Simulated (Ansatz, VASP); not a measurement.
# Ge (amorphous Ge) in two plane-wave programs, part 2 of 2

Wanted: the spread between two codes on one cell, functional and k mesh. Of the first pair: The structure shown is the end of the Ansatz relaxation below.

VASP 6.6.1 and Ansatz 0.2.0.

So far. Step 3 (VASP: single point, PBEsol, relaxed atoms in a fixed …): The run ends at a pressure of -0.71 GPa, with forces up to 0.035 eV/Å.

### 6. VASP: single point, PBEsol, relaxed atoms in a fixed cell, pair 2

Level of this step: PBEsol; plane waves and PAW (Ge_d) (VASP).

The same cell, functional, mesh and smearing now go to VASP, with its own data sets.

Contents of INCAR:

```
SYSTEM = Ge
PREC = Accurate
ENCUT = 500
EDIFF = 1E-06
NELM = 120
ISMEAR = 0
SIGMA = 0.025
LREAL = Auto
ALGO = Normal
GGA = PS
NBANDS = 496
LORBIT = 11
LWAVE = .FALSE.
LCHARG = .FALSE.
ISIF = 2
LASPH = .TRUE.
GGA_COMPAT = .FALSE.
EFERMI = MIDGAP
NCORE = 2
```

Contents of POSCAR:

```
Ge
1.0
   11.4097900000     -0.2311800000     -0.2280800000
   -0.2311800000     11.0104000000      0.1924600000
   -0.2280800000      0.1924600000     11.0812000000
Ge
61
Direct
    0.1452000000      0.0009400000      0.3764800000
    0.5092500000      0.2599600000      0.7879700000
    0.3768400000      0.9282800000      0.6884400000
    0.5282100000      0.6324200000      0.7914400000
    0.3305800000      0.8994000000      0.1934000000
    0.8750100000      0.9026400000      0.6375200000
    0.3010300000      0.4443200000      0.6142000000
    0.3318200000      0.1291500000      0.7512400000
    0.4309300000      0.5442300000      0.4708300000
    0.7565600000      0.5743300000      0.5487500000
    0.9384600000      0.0145700000      0.2954800000
    0.0909100000      0.7618500000      0.9288400000
    0.2234000000      0.2196400000      0.3678000000
    0.6604000000      0.7563400000      0.1827600000
    0.6849600000      0.1969000000      0.6849700000
    0.1822600000      0.8974700000      0.5947300000
    0.8710800000      0.2883900000      0.7651700000
    0.8445900000      0.5102000000      0.7486800000
    0.8985600000      0.0783900000      0.4985700000
    0.6625800000      0.4276900000      0.0527700000
    0.2849100000      0.5843800000      0.3099200000
    0.4578800000      0.8187700000      0.8700400000
    0.2421400000      0.0513800000      0.0579000000
    0.1340300000      0.1049900000      0.8615400000
    0.3784500000      0.2215600000      0.0955300000
    0.1072000000      0.7214300000      0.4945800000
    0.9867800000      0.4096600000      0.4897800000
    0.5571200000      0.0596600000      0.3904700000
    0.5540800000      0.9439900000      0.2064700000
    0.2233400000      0.2365300000      0.5872300000
    0.8260800000      0.3725800000      0.1911200000
    0.1193200000      0.5415200000      0.6198100000
    0.5484200000      0.4147600000      0.3556400000
    0.0540600000      0.9216600000      0.7667200000
    0.9807500000      0.7213900000      0.1235500000
    0.7813600000      0.7488200000      0.9990900000
    0.6971700000      0.9772700000      0.7066000000
    0.6714200000      0.0653500000      0.0611300000
    0.0115300000      0.2276300000      0.6163100000
    0.5584300000      0.5564800000      0.1810400000
    0.3022800000      0.7725700000      0.0108800000
    0.8938200000      0.7393900000      0.4958200000
    0.4286900000      0.2260700000      0.3161200000
    0.2990100000      0.4035700000      0.9883100000
    0.0053700000      0.4935200000      0.1519400000
    0.7669800000      0.4017300000      0.4021600000
    0.5416500000      0.9103500000      0.5615900000
    0.0869000000      0.4166600000      0.9731000000
    0.1617600000      0.7650000000      0.2815400000
    0.0426200000      0.5735300000      0.8154200000
    0.5619000000      0.2396000000      0.9980300000
    0.5701700000      0.6852200000      0.5765600000
    0.8504800000      0.8069000000      0.2857200000
    0.1271500000      0.4212200000      0.3275500000
    0.6593000000      0.9105400000      0.9097400000
    0.3585200000      0.5795800000      0.1080200000
    0.9794300000      0.2229700000      0.9527400000
    0.7089100000      0.5713400000      0.8919000000
    0.8639200000      0.1576200000      0.1341900000
    0.4055300000      0.4485700000      0.8031400000
    0.7181400000      0.1931300000      0.4696900000
```

Contents of KPOINTS:

```
Automatic mesh
0
Gamma
1 1 1
0 0 0
```

Potentials, in the order of the species: Ge_d (PBE family, release 64).

Started as:

```sh
> mpirun -np 8 vasp_gam
```

Numbers of over 12 decimals in the logs are rounded to 6 here.

The log of the run:

```text
[banner, memory and clock lines left out]
running    8 mpi-ranks, on    1 nodes
[...]
[... a notice as in an earlier step ...]

 LDA part: xc-table for (Slater+PW92), standard interpolation
 POSCAR, INCAR and KPOINTS ok, starting setup
[...]
entering main loop
       N       E                     dE             d eps       ncg     rms          rms(c)
DAV:   1     0.178031149608E+05    0.17803E+05   -0.33682E+05  1024   0.539E+03
DAV:   2     0.427940810415E+04   -0.13524E+05   -0.12965E+05   992   0.124E+03
DAV:   3     0.619407083290E+03   -0.36600E+04   -0.35262E+04   992   0.334E+02
DAV:   4    -0.200297056788E+03   -0.81970E+03   -0.75334E+03  1104   0.145E+02
[...]
DAV:  17    -0.288522402897E+03   -0.68444E-05   -0.83038E-05   984   0.596E-02    0.324E-03
DAV:  18    -0.288522404352E+03   -0.14554E-05   -0.18659E-05  1248   0.257E-02    0.163E-03
DAV:  19    -0.288522404923E+03   -0.57125E-06   -0.82526E-06   920   0.164E-02
   1 F= -.28852240E+03 E0= -.28852240E+03  d E =-.208166E-30
```

Parts of OUTCAR (step 6):

```text
  Total       15.6247003     13.3244468     14.1880037     -0.1008608     -0.1816375      0.4228808
  in kB       18.0029624     15.3525834     16.3475838     -0.1162130     -0.2092848      0.4872482
  external PRESSURE =      16.5677099 kB  Pullay stress =       0.0000000 kB

 POSITION                                       TOTAL-FORCE (eV/Angst)
 -----------------------------------------------------------------------------------
      1.57062      0.04924      4.13891        -0.015109     -0.008835     -0.006284
      5.57062      2.89619      8.66554         0.000656      0.004104      0.022542
      3.92805     10.26611      7.72145        -0.007140      0.003331      0.002934
      5.70005      6.99341      8.77135         0.009157     -0.008806      0.010203
      3.51981      9.86355      2.24080         0.002989      0.009714      0.011653
      9.62960      9.85884      7.03864        -0.000303     -0.011598      0.002041
      3.19188      4.94076      6.82293        -0.002825      0.000873      0.011629
      3.58480      1.48987      8.27382         0.004726     -0.009120     -0.016203
      4.68362      5.98318      5.22382        -0.001592     -0.003059     -0.011023
      8.37426      6.25431      6.01879         0.005797      0.006478     -0.004211
     10.63687      0.00034      3.06303         0.000849     -0.004250      0.018472
      0.64929      8.54602     10.41855        -0.006600      0.000100     -0.004127
      2.41428      2.43747      4.06698         0.005967     -0.001637      0.015532
      7.31849      8.21011      2.02014         0.004138      0.005080     -0.008374
[...]
-----------------------------------------------------------------------------------
    total drift:                               -0.002514      0.000195     -0.000163

  FREE ENERGIE OF THE ION-ELECTRON SYSTEM (eV)
  ---------------------------------------------------
  free  energy   TOTEN  =      -288.5224049233 eV

  energy  without entropy=     -288.5224049233  energy(sigma->0) =     -288.52240492

[... 1 part as in an earlier step ...]

[... 2 further parts left out ...]
[key lines of the parts left out:]
E-fermi :   4.4734
```

The run ends at a pressure of 1.66 GPa, with forces up to 0.037 eV/Å.

### 7. Differences

The two programs side by side:

```
              quantity  Ansatz   VASP  difference
        pressure (GPa)    1.79   1.66       +0.14
gap on the k mesh (eV)   0.410  0.410      +0.001
```

The largest component of a force difference here is 8 meV/Å. A gap on the mesh is an upper bound, since the band edges may lie between its points.

### 8. Ansatz: relaxation, PBEsol

The two programs are compared at the cell with which this relaxation starts, whose forces are those of its first step. The cell compared in this pair holds 1519.54 Å³, against 1390.52 Å³ for the pair before.

The structure compared here is the start of the Ansatz relaxation; VASP solves that cell, so the two are compared at the walk's first step.

Contents of input.yaml:

```yaml
crystal:
  lattice:
    - [11.75228, -0.23812, -0.23493]
    - [-0.23812, 11.34091, 0.19823]
    - [-0.23493, 0.19823, 11.41383]
  atoms:
    - { symbol: Ge, position: [0.14293, 0.00321, 0.37778] }
    - { symbol: Ge, position: [0.50832, 0.25864, 0.78924] }
    - { symbol: Ge, position: [0.37745, 0.9292, 0.6883] }
    - { symbol: Ge, position: [0.52834, 0.63028, 0.79124] }
    - { symbol: Ge, position: [0.32956, 0.89909, 0.18997] }
    - { symbol: Ge, position: [0.87669, 0.90464, 0.63696] }
    - { symbol: Ge, position: [0.29993, 0.44534, 0.61444] }
    - { symbol: Ge, position: [0.33062, 0.12932, 0.75031] }
    - { symbol: Ge, position: [0.43058, 0.54286, 0.4702] }
    - { symbol: Ge, position: [0.75793, 0.57465, 0.54922] }
    - { symbol: Ge, position: [0.93706, 0.01586, 0.29623] }
    - { symbol: Ge, position: [0.09126, 0.75941, 0.92802] }
    - { symbol: Ge, position: [0.22439, 0.22089, 0.36914] }
    - { symbol: Ge, position: [0.66114, 0.75747, 0.18322] }
    - { symbol: Ge, position: [0.68561, 0.19526, 0.68714] }
    - { symbol: Ge, position: [0.18288, 0.89666, 0.5952] }
    - { symbol: Ge, position: [0.87145, 0.28926, 0.76425] }
    - { symbol: Ge, position: [0.84474, 0.5108, 0.74939] }
    - { symbol: Ge, position: [0.8975, 0.07971, 0.49883] }
    - { symbol: Ge, position: [0.66276, 0.42789, 0.0534] }
    - { symbol: Ge, position: [0.28523, 0.58525, 0.30936] }
    - { symbol: Ge, position: [0.4576, 0.81645, 0.86814] }
    - { symbol: Ge, position: [0.2456, 0.05404, 0.05741] }
    - { symbol: Ge, position: [0.13419, 0.10338, 0.86286] }
    - { symbol: Ge, position: [0.3796, 0.22381, 0.09624] }
    - { symbol: Ge, position: [0.10599, 0.72285, 0.49441] }
    - { symbol: Ge, position: [0.9879, 0.41085, 0.48831] }
    - { symbol: Ge, position: [0.55684, 0.05914, 0.39136] }
    - { symbol: Ge, position: [0.55358, 0.94421, 0.20674] }
    - { symbol: Ge, position: [0.22196, 0.23799, 0.58784] }
    - { symbol: Ge, position: [0.82577, 0.37212, 0.19132] }
    - { symbol: Ge, position: [0.11887, 0.54313, 0.6188] }
    - { symbol: Ge, position: [0.54919, 0.41587, 0.35472] }
    - { symbol: Ge, position: [0.05572, 0.9207, 0.76644] }
    - { symbol: Ge, position: [0.98013, 0.71995, 0.12304] }
    - { symbol: Ge, position: [0.77932, 0.74749, 0.0002] }
    - { symbol: Ge, position: [0.69838, 0.97632, 0.70759] }
    - { symbol: Ge, position: [0.66925, 0.06461, 0.06019] }
    - { symbol: Ge, position: [0.01019, 0.2298, 0.61408] }
    - { symbol: Ge, position: [0.55905, 0.55723, 0.18058] }
    - { symbol: Ge, position: [0.30301, 0.7705, 0.01014] }
    - { symbol: Ge, position: [0.89354, 0.74098, 0.49562] }
    - { symbol: Ge, position: [0.42941, 0.22668, 0.3169] }
    - { symbol: Ge, position: [0.29985, 0.40454, 0.98846] }
    - { symbol: Ge, position: [0.00532, 0.49185, 0.15167] }
    - { symbol: Ge, position: [0.76666, 0.40022, 0.40276] }
    - { symbol: Ge, position: [0.54285, 0.90969, 0.56344] }
    - { symbol: Ge, position: [0.08763, 0.41598, 0.97331] }
    - { symbol: Ge, position: [0.16182, 0.76485, 0.28158] }
    - { symbol: Ge, position: [0.04278, 0.57145, 0.81512] }
    - { symbol: Ge, position: [0.56173, 0.24021, 0.99848] }
    - { symbol: Ge, position: [0.56975, 0.6832, 0.57705] }
    - { symbol: Ge, position: [0.85167, 0.80785, 0.2854] }
    - { symbol: Ge, position: [0.12793, 0.42221, 0.32705] }
    - { symbol: Ge, position: [0.6584, 0.90897, 0.90979] }
    - { symbol: Ge, position: [0.35917, 0.57938, 0.10866] }
    - { symbol: Ge, position: [0.97969, 0.22346, 0.95152] }
    - { symbol: Ge, position: [0.70855, 0.57069, 0.89227] }
    - { symbol: Ge, position: [0.86204, 0.15745, 0.13281] }
    - { symbol: Ge, position: [0.40534, 0.44749, 0.80238] }
    - { symbol: Ge, position: [0.71703, 0.19276, 0.47218] }
kpoints:
  mp_grid: { grid: [1, 1, 1] }
hamiltonian:
  xc: pbesol
  pseudopotentials: { kind: paw, azcp: { folder: soft_1 }, xc_functional: pbe }
scf:
  occupations: { method: gaussian, width: 0.025 }
output:
  forces: true
  eigenvalues: true
  stress: true
relax:
  f_tol: 0.05
  max_steps: 70
```

Started as:

```sh
> ansatz run input.yaml --threads 4 --pin off --max-ram 8192MiB --backend cpu --events-out ev --progress --plain --runs-dir out
```

The log of the run:

```text
[...]
Crystal: 61 atoms, lattice volume = 1519.540 Å³
Basis set: ecut = 420 eV, 29667 PW (Γ), exchange–correlation on 160×160×160 points (8 copies of the dense FFT grid, shifted against one another)
Bands: 513, of which v1, the nominal top of the filled ones, is band 427 counted from 1 (426 counted from 0)
Symmetry: 1 space group operations
[...]
k-points: 1
[...]
- { symbol: Ge, position: [0.378220, 0.930942, 0.687907] }
    - { symbol: Ge, position: [0.529219, 0.627199, 0.790223] }
    - { symbol: Ge, position: [0.327873, 0.899144, 0.185456] }
    - { symbol: Ge, position: [0.878848, 0.907732, 0.636433] }
    - { symbol: Ge, position: [0.298974, 0.447705, 0.615341] }
    - { symbol: Ge, position: [0.329155, 0.129975, 0.748218] }
[...]
- { symbol: Ge, position: [0.708110, 0.569772, 0.892801] }
    - { symbol: Ge, position: [0.859268, 0.157867, 0.129949] }
    - { symbol: Ge, position: [0.405822, 0.446277, 0.801229] }
    - { symbol: Ge, position: [0.715509, 0.192654, 0.475618] }
```

### 9. VASP: single point, PBEsol, start cell, pair 3

The same cell, functional, mesh and smearing now go to VASP, with its own data sets.

Edit INCAR of step 6 so:

```diff
@@ -2,3 +2,3 @@
 PREC = Accurate
-ENCUT = 500
+ENCUT = 410
 EDIFF = 1E-06
```

Contents of POSCAR:

```
Ge
1.0
   11.7522800000     -0.2381200000     -0.2349300000
   -0.2381200000     11.3409100000      0.1982300000
   -0.2349300000      0.1982300000     11.4138300000
Ge
61
Direct
    0.1429269548      0.0032136767      0.3777821102
    0.5083186402      0.2586379593      0.7892398516
    0.3774470518      0.9291966246      0.6883034870
    0.5283373596      0.6302810037      0.7912402491
    0.3295634217      0.8990916671      0.1899710609
    0.8766939308      0.9046358785      0.6369584736
    0.2999327182      0.4453364016      0.6144374113
    0.3306221682      0.1293188398      0.7503124010
    0.4305827532      0.5428597233      0.4701967458
    0.7579264437      0.5746456679      0.5492238494
    0.9370582051      0.0158638930      0.2962282060
    0.0912631961      0.7594072682      0.9280235609
    0.2243922214      0.2208867853      0.3691425295
    0.6611409377      0.7574710249      0.1832223153
    0.6856137567      0.1952618606      0.6871369629
    0.1828788609      0.8966617758      0.5952006002
    0.8714499724      0.2892636412      0.7642473219
    0.8447369216      0.5107965208      0.7493890176
    0.8975000065      0.0797140489      0.4988288734
    0.6627593487      0.4278872738      0.0533985489
    0.2852330368      0.5852524212      0.3093611180
    0.4576017644      0.8164488988      0.8681362625
    0.2455997061      0.0540434154      0.0574115536
    0.1341891216      0.1033786939      0.8628595565
    0.3796033067      0.2238103171      0.0962441429
    0.1059858825      0.7228459182      0.4944098096
    0.9878976645      0.4108525032      0.4883061607
    0.5568387126      0.0591412438      0.3913580761
    0.5535781280      0.9442131368      0.2067387318
    0.2219629510      0.2379903319      0.5878367676
    0.8257680516      0.3721223311      0.1913233226
    0.1188708477      0.5431258225      0.6187986413
    0.5491922420      0.4158712163      0.3547173545
    0.0557164451      0.9206965248      0.7664368395
    0.9801281320      0.7199508770      0.1230389483
    0.7793160260      0.7474912173      0.0002023449
    0.6983764300      0.9763177245      0.7075919400
    0.6692510458      0.0646094738      0.0601918560
    0.0101925447      0.2297961382      0.6140832697
    0.5590499235      0.5572326340      0.1805771922
    0.3030095722      0.7704974594      0.0101412346
    0.8935439921      0.7409831946      0.4956211185
    0.4294082419      0.2266777126      0.3169003354
    0.2998523587      0.4045405316      0.9884633156
    0.0053224528      0.4918477938      0.1516713860
    0.7666615162      0.4002163480      0.4027637439
    0.5428464432      0.9096864329      0.5634395968
    0.0876267610      0.4159830124      0.9733127129
    0.1618220447      0.7648518122      0.2815794767
    0.0427807473      0.5714537185      0.8151226372
    0.5617268898      0.2402126698      0.9984772106
    0.5697489096      0.6831974246      0.5770473965
    0.8516742641      0.8078474469      0.2854032551
    0.1279300307      0.4222088130      0.3270471129
    0.6583982541      0.9089685084      0.9097903749
    0.3591719489      0.5793791060      0.1086602784
    0.9796865665      0.2234621048      0.9515176652
    0.7085530661      0.5706901584      0.8922712588
    0.8620364803      0.1574512607      0.1328131457
    0.4053391927      0.4474917564      0.8023792229
    0.7170291805      0.1927569706      0.4721764255
```

KPOINTS is that of step 6.

Started as:

```sh
> mpirun -np 8 vasp_gam
```

The log of the run:

```text
[... set-up lines as in an earlier step ...]
 entering main loop
       N       E                     dE             d eps       ncg     rms          rms(c)
DAV:   1     0.163808745287E+05    0.16381E+05   -0.30894E+05  1016   0.475E+03
DAV:   2     0.379163840978E+04   -0.12589E+05   -0.12155E+05  1000   0.108E+03
DAV:   3     0.446699312559E+03   -0.33449E+04   -0.32175E+04  1008   0.299E+02
DAV:   4    -0.222238846856E+03   -0.66894E+03   -0.61888E+03  1120   0.128E+02
[...]
DAV:  16    -0.287850634285E+03   -0.41986E-04   -0.37169E-04  1536   0.658E-02    0.504E-03
DAV:  17    -0.287850640715E+03   -0.64297E-05   -0.64476E-05  1024   0.465E-02    0.357E-03
DAV:  18    -0.287850640501E+03    0.21339E-06   -0.37714E-06   880   0.270E-02
   1 F= -.28785064E+03 E0= -.28785064E+03  d E =-.942015E-20
```

OUTCAR, selected parts (step 9):

```text
  Total      -33.9930364    -32.8764195    -33.4183504     -0.2815186      0.1711647     -0.5519727
  in kB      -35.8416788    -34.6643370    -35.2357396     -0.2968285      0.1804731     -0.5819907
  external PRESSURE =     -35.2472518 kB  Pullay stress =       0.0000000 kB

 POSITION                                       TOTAL-FORCE (eV/Angst)
 -----------------------------------------------------------------------------------
      1.59020      0.07730      4.27900        -0.125091      0.061553      0.038823
      5.72690      2.96860      8.94010        -0.093172      0.011196      0.175027
      4.05290     10.58450      7.95170         0.017114      0.080495     -0.003765
      5.87320      7.17900      9.03190         0.038113     -0.038536      0.022088
      3.61440     10.15570      2.26910        -0.128219      0.030379     -0.163015
      9.93810     10.17690      7.24350        -0.001530      0.125770     -0.089199
      3.27450      5.10090      7.03090        -0.010647      0.027763      0.075267
      3.67850      1.53660      8.51190        -0.006343     -0.019775     -0.119105
      4.82060      6.14720      5.37320        -0.034132     -0.087429     -0.051352
      8.64150      6.44540      6.20460         0.107389      0.087823      0.033498
     10.93920      0.01550      3.16410         0.010650     -0.035652      0.130906
      0.67370      8.77460     10.72140         0.000304     -0.047461     -0.082295
      2.49780      2.52480      4.20440         0.110954     -0.007366      0.148050
      7.54650      8.46930      2.08610         0.082578      0.050399     -0.138728
[...]
-----------------------------------------------------------------------------------
    total drift:                                0.004486      0.002239      0.013669

  FREE ENERGIE OF THE ION-ELECTRON SYSTEM (eV)
  ---------------------------------------------------
  free  energy   TOTEN  =      -287.8506405013 eV

  energy  without entropy=     -287.8506405013  energy(sigma->0) =     -287.85064050

[... 1 part as in an earlier step ...]

[... 2 further parts left out ...]
[key lines of the parts left out:]
E-fermi :   3.6341
```

The run ends at a pressure of -3.52 GPa, with forces up to 0.22 eV/Å.

### 10. Side by side

What differs besides the data sets and the points named for the pairs above, as far as they apply: the cutoff is 420 eV in Ansatz and 410 eV in VASP (PREC = Accurate, projectors in real space). Total energies have different zeros and are not compared.

Forces on 10 of the 61 atoms, those with the largest forces and the largest differences (eV/Å; atoms numbered as in POSCAR):

| atom | Ansatz x, y, z | VASP x, y, z |
| --- | --- | --- |
| Ge2 | -0.092, 0.012, 0.169 | -0.093, 0.011, 0.175 |
| Ge5 | -0.128, 0.029, -0.158 | -0.128, 0.030, -0.163 |
| Ge7 | -0.010, 0.024, 0.070 | -0.011, 0.028, 0.075 |
| Ge13 | 0.108, -0.007, 0.145 | 0.111, -0.007, 0.148 |
| Ge15 | 0.124, -0.128, -0.066 | 0.125, -0.130, -0.067 |
| Ge16 | -0.058, -0.117, 0.061 | -0.059, -0.123, 0.062 |
| Ge26 | -0.045, 0.064, 0.077 | -0.045, 0.067, 0.085 |
| Ge27 | 0.166, -0.124, 0.062 | 0.171, -0.127, 0.063 |
| Ge36 | -0.195, -0.049, 0.085 | -0.199, -0.050, 0.083 |
| Ge47 | 0.041, 0.057, 0.173 | 0.038, 0.059, 0.177 |

The forces differ by 2.3 meV/Å r.m.s., which is 3.1 % of the r.m.s. force of 0.072 eV/Å (both taken over all components).

### 11. What came out

```json
{"difference in gap on the k mesh (single point, PBEsol, relaxed atoms in a fixed cell, pair 1)": "8.0e-5 eV", "difference in gap on the k mesh (single point, PBEsol, relaxed atoms in a fixed cell, pair 2)": "5.9e-4 eV", "r.m.s. force difference (single point, PBEsol, start cell, pair 3)": "2.3 meV/Å"}
```

The r.m.s. force difference is 2.3 meV/Å (single point, PBEsol, start cell, pair 3), within the 12 meV/Å picked in this series as the mark of a large difference. 5 further pairs of this series are not shown here. How closely two codes agree says nothing of how well the functional describes the real material.

[Lines on the potential files, build, host, timing and source positions are cut from VASP's logs without a mark.]

[Logs are printed without paths, hosts, clocks, repeated set-up lines and the standing remarks that a program may print on its own settings, such as how far it seeks lower states.]

[Hosts, paths, dates, database ids (printed as entryN), source tags and the programs' standing remarks are cut or masked in the printed files.]
